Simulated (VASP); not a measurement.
Crystal: Cd.

```
Cd
1.0
     2.95847    0.00000    0.00000
    -1.47924    2.56211    0.00000
     0.00000    0.00000    5.88593
Cd
2
Direct
  0.33333 0.66667 0.25000
  0.66667 0.33333 0.75000
```

- Program: VASP 6.6.1
- Task: relaxation of cell and atoms
- Functional: PBEsol
- Potentials or basis: VASP PAW PBE potentials, release 64 (Cd)
- Cutoff: 580 eV
- k mesh: 18 × 18 × 8
- Occupations: gaussian, width 0.1 eV
- Spin: no spin polarisation

At the start: pressure -2.1 GPa; volume 22.31 Å³/atom.

**Question.** How do energy, volume and symmetry change on relaxing?

**Answer.** Over 10 steps the energy falls by 10.6 meV/atom and the volume is 21.12 Å³/atom (-5.3 %); space group P6_3/mmc (No. 194, to 0.05 Å).

The path:
```
step  energy change (eV)  largest force (eV/Å)  pressure (GPa)  volume (Å³)
   1              0.0000                0.0000           -2.07        44.62
   2             -0.0145                0.0000            0.08        42.78
   3             -0.0146                0.0000            0.28        42.63
   4             -0.0194                0.0000            0.17        42.42
   5             -0.0209                0.0000            0.16        42.25
   6             -0.0210                0.0000            0.16        42.19
   7             -0.0211                0.0000            0.16        42.15
   8             -0.0211                0.0000            0.17        42.13
   9             -0.0211                0.0000           -0.09        42.31
  10             -0.0211                0.0000            0.00        42.25
```

Final structure:
```
Cd
1.0
     2.95170    0.00000    0.00000
    -1.47585    2.55625    0.00000
     0.00000    0.00000    5.59897
Cd
2
Direct
  0.33333 0.66667 0.25000
  0.66667 0.33333 0.75000
```

Caveat: the PAW data sets were made with another functional, which shifts forces and pressure a little.
